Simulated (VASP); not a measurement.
Given:

```yaml
crystal:
  lattice:
    - [0.00000, 3.10577, 3.06791]
    - [3.16760, 0.00000, 3.06791]
    - [3.16760, 3.10577, 0.00000]
  atoms:
    - { symbol: Ba, position: [0.00000, 0.00000, 0.00000] }
    - { symbol: F, position: [0.25000, 0.25000, 0.25000] }
    - { symbol: F, position: [0.74350, 0.75650, 0.75650] }
```

Method: PBE GGA, VASP's PBE PAW potentials (set 64) (plane waves; VASP). Settings: PREC = Low, 520 eV cut-off, 6×6×6 Γ-centred mesh, Gaussian smearing of 0.050 eV, potentials Ba_sv F.

### Question
Which forces act on the atoms, in eV/Å?

### Answer

```
atom      Fx     Fy     Fz
----  ------  -----  -----
Ba1    0.077  0.000  0.000
F2     0.045  0.000  0.000
F3    -0.122  0.000  0.000
```

### Question
Give the stress tensor in GPa (positive for a compressed cell).

### Answer

```
0.80  0.00  0.00
0.00  1.81  0.36
0.00  0.36  2.38
```
The pressure is its mean diagonal, 1.66 GPa.

The compound is BaF2 in the fluorite structure. The cell was not relaxed at this level, atoms are displaced from their ideal sites. The run is one of a series of settings (PREC = Low against the base run), some of them coarse on purpose.
